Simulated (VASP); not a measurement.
```
KCl
1.0
    0.00000     3.14500     3.14500
    3.14500     0.00000     3.14500
    3.14500     3.14500     0.00000
K Cl
1 1
Direct
  0.00000   0.00000   0.00000
  0.50000   0.50000   0.50000
```

The numbers are results of G0W0 on PBE orbitals, VASP's PBE PAW potentials (set 64) (plane waves; VASP), not measurements. Numerical set-up: PREC = Normal, 500 eV cut-off, 4×4×4 Γ-centred mesh, Gaussian smearing of 0.010 eV, potentials K_sv_GW Cl_GW.

The mesh is coarse and the basis finite, so the quasiparticle values are not converged.

NBANDS = 160, ENCUTGW = 200 eV, NOMEGA = 64. The PBE levels (eV) that the step starts from are:

```tsv
state	KS energy	filling
k1 (0.00, 0.00, 0.00), band 5	-11.28	2
k1 (0.00, 0.00, 0.00), band 6	-0.63	2
k1 (0.00, 0.00, 0.00), band 7	-0.63	2
k1 (0.00, 0.00, 0.00), band 8	-0.63	2
k1 (0.00, 0.00, 0.00), band 9	4.56	0
k1 (0.00, 0.00, 0.00), band 10	7.73	0
k1 (0.00, 0.00, 0.00), band 11	7.73	0
k1 (0.00, 0.00, 0.00), band 12	7.73	0
k2 (0.25, 0.00, 0.00), band 5	-11.16	2
k2 (0.25, 0.00, 0.00), band 6	-1.22	2
k2 (0.25, 0.00, 0.00), band 7	-0.80	2
k2 (0.25, 0.00, 0.00), band 8	-0.80	2
k2 (0.25, 0.00, 0.00), band 9	5.82	0
k2 (0.25, 0.00, 0.00), band 10	7.53	0
k2 (0.25, 0.00, 0.00), band 11	8.48	0
k2 (0.25, 0.00, 0.00), band 12	8.48	0
k3 (0.50, 0.00, 0.00), band 5	-11.04	2
k3 (0.50, 0.00, 0.00), band 6	-1.69	2
k3 (0.50, 0.00, 0.00), band 7	-0.96	2
k3 (0.50, 0.00, 0.00), band 8	-0.96	2
k3 (0.50, 0.00, 0.00), band 9	6.94	0
k3 (0.50, 0.00, 0.00), band 10	7.98	0
k3 (0.50, 0.00, 0.00), band 11	9.87	0
k3 (0.50, 0.00, 0.00), band 12	9.87	0
```

**Question.** Give the quasiparticle energies and renormalisation factors Z.

**Answer.** 
| state | QP energy (eV) | Z |
|---|---|---|
| k1 (0.00, 0.00, 0.00), band 5 | -14.46 | 0.81 |
| k1 (0.00, 0.00, 0.00), band 6 | -2.65 | 0.79 |
| k1 (0.00, 0.00, 0.00), band 7 | -2.65 | 0.79 |
| k1 (0.00, 0.00, 0.00), band 8 | -2.65 | 0.79 |
| k1 (0.00, 0.00, 0.00), band 9 | 5.28 | 0.86 |
| k1 (0.00, 0.00, 0.00), band 10 | 9.40 | 0.86 |
| k1 (0.00, 0.00, 0.00), band 11 | 9.40 | 0.86 |
| k1 (0.00, 0.00, 0.00), band 12 | 9.40 | 0.86 |
| k2 (0.25, 0.00, 0.00), band 5 | -14.15 | 0.80 |
| k2 (0.25, 0.00, 0.00), band 6 | -3.33 | 0.79 |
| k2 (0.25, 0.00, 0.00), band 7 | -2.84 | 0.79 |
| k2 (0.25, 0.00, 0.00), band 8 | -2.84 | 0.79 |
| k2 (0.25, 0.00, 0.00), band 9 | 6.62 | 0.85 |
| k2 (0.25, 0.00, 0.00), band 10 | 8.90 | 0.85 |
| k2 (0.25, 0.00, 0.00), band 11 | 10.27 | 0.85 |
| k2 (0.25, 0.00, 0.00), band 12 | 10.27 | 0.85 |
| k3 (0.50, 0.00, 0.00), band 5 | -13.89 | 0.80 |
| k3 (0.50, 0.00, 0.00), band 6 | -3.88 | 0.79 |
| k3 (0.50, 0.00, 0.00), band 7 | -3.02 | 0.79 |
| k3 (0.50, 0.00, 0.00), band 8 | -3.02 | 0.79 |
| k3 (0.50, 0.00, 0.00), band 9 | 7.73 | 0.86 |
| k3 (0.50, 0.00, 0.00), band 10 | 9.33 | 0.84 |
| k3 (0.50, 0.00, 0.00), band 11 | 12.23 | 0.84 |
| k3 (0.50, 0.00, 0.00), band 12 | 12.23 | 0.84 |
On the mesh the gap opens from 5.19 to 7.93 eV.

The compound is KCl in the rock salt structure. The cell was not relaxed at this level. The k-mesh is coarse (spacing up to 0.43 per Å, 2π included), so the numbers may not be converged in it.
